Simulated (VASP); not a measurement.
**VS (space group P6_3/mmc): computed properties**

Calculation: LDA (Ceperley-Alder, Perdew-Zunger), VASP's LDA PAW potentials (set 64) (plane waves; VASP 6.6.1).

```
Item                                                                                    Value
----------------------------------  ---------------------------------------------------------
space group                                                                    P6_3/mmc (194)
cell                                a = b = 3.097 Å, c = 5.993 Å, α = β = 90.00°, γ = 120.00°
volume per atom                                                                 12.45 Å³/atom
band gap (over mesh and band path)                   none (metal, semimetal or under 0.01 eV)
Hill bulk modulus                                                                     200 GPa
Hill shear modulus                                                                    137 GPa
Poisson's ratio                                                                         0.220
density                                                                            5.54 g/cm³
optical Γ-point spectrum                     220 (×2), 292, 338, 339 (×2), 361 (×2), 417 cm⁻¹
C11                                                                                   308 GPa
C12                                                                                   113 GPa
C13                                                                                   141 GPa
C33                                                                                   421 GPa
C44                                                                                   210 GPa
C66                                                                                  97.4 GPa
```

```cif
data_S2V2
_chemical_formula_sum 'V2 S2'
_space_group_name_H-M_alt 'P 1'
_space_group_IT_number 1
_cell_length_a 3.09723
_cell_length_b 3.09723
_cell_length_c 5.99280
_cell_angle_alpha 90.000
_cell_angle_beta 90.000
_cell_angle_gamma 120.000
loop_
_space_group_symop_operation_xyz
  'x, y, z'
loop_
_atom_site_label
_atom_site_type_symbol
_atom_site_fract_x
_atom_site_fract_y
_atom_site_fract_z
_atom_site_occupancy
V1 V 0.00000 0.00000 0.00000 1
V2 V 0.00000 0.00000 0.50000 1
S1 S 0.66667 0.33333 0.25000 1
S2 S 0.33333 0.66667 0.75000 1
```

Finite-difference elastic constants of metals are sensitive to mesh and smearing; shear constants can be off by tens of GPa.

The structure comes from a computed database's VS entry (P6_3/mmc); how it stands against other phases isn't given here. It was relaxed first, which changed the volume by -7 %. Symmetry was kept, so distortions that lower it aren't found. The run is not spin-polarised, so no magnetic state was tried.
